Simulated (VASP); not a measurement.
These are TPSS meta-GGA, VASP's PBE PAW potentials (set 64) (plane waves; VASP 6.6.1) values and carry that method's errors.

VASP ran on this input.

**INCAR**
```
ISIF = 2   ! forces and stress, cell fixed
ISMEAR = 0   ! Gaussian
SYSTEM = CsCl
LWAVE = .False.
ALGO = Normal   ! blocked Davidson
PREC = Accurate
EDIFF = 1E-7   ! SCF stop (eV)
LCHARG = .False.
LMIXTAU = .True.
LREAL = .False.   ! projection in real space or not
LASPH = .True.
LMAXMIX = 4
NELM = 100   ! most electronic steps
ENCUT = 520   ! plane-wave cut-off (eV)
METAGGA = TPSS
SIGMA = 0.05
```

KPOINTS:
```
Regular mesh
0
G
6 6 6
0 0 0
```

### POSCAR
```
CsCl
1
    4.2399449363     0.0000000000     0.0000000000
    0.0000000000     4.2399449363     0.0000000000
    0.0000000000     0.0000000000     4.2399449363
Cs Cl
1 1
Direct
  0.0000000000   0.0000000000   0.0000000000
  0.5000000000   0.5000000000   0.5000000000
```

POTCAR, in this order: Cs_sv Cl (PBE.64 set). Program: vasp_std.

Unless said otherwise, spin-orbit coupling is left out, though it shifts the bands of the heavy elements here.

### Question
What does the run give for the energy per atom (σ→0), band gap (on the k-mesh)?

### Answer

```yaml
energy per atom (σ→0): -10.009 eV/atom
band gap (on the k-mesh): 5.28 eV
```

File OSZICAR:
```
...
DAV:  13    -0.200172920232E+02   -0.15252E-02   -0.16331E-03   504   0.398E-01    0.343E-02
DAV:  14    -0.200173440835E+02   -0.52060E-04   -0.36591E-05   584   0.649E-02    0.117E-02
DAV:  15    -0.200173373114E+02    0.67721E-05   -0.57142E-05   532   0.682E-02    0.632E-03
DAV:  16    -0.200173636470E+02   -0.26336E-04   -0.20378E-05   524   0.504E-02    0.320E-03
DAV:  17    -0.200173644223E+02   -0.77538E-06   -0.81714E-07   588   0.818E-03    0.256E-03
DAV:  18    -0.200173650372E+02   -0.61483E-06   -0.43671E-07   536   0.665E-03    0.880E-04
DAV:  19    -0.200173650852E+02   -0.48038E-07   -0.12805E-07   368   0.355E-03
   1 F= -.20017365E+02 E0= -.20017365E+02  d E =-.613588E-12
```

The compound is CsCl in the CsCl type structure. This cell is one point of a volume scan, at 1.03 of the reference volume.
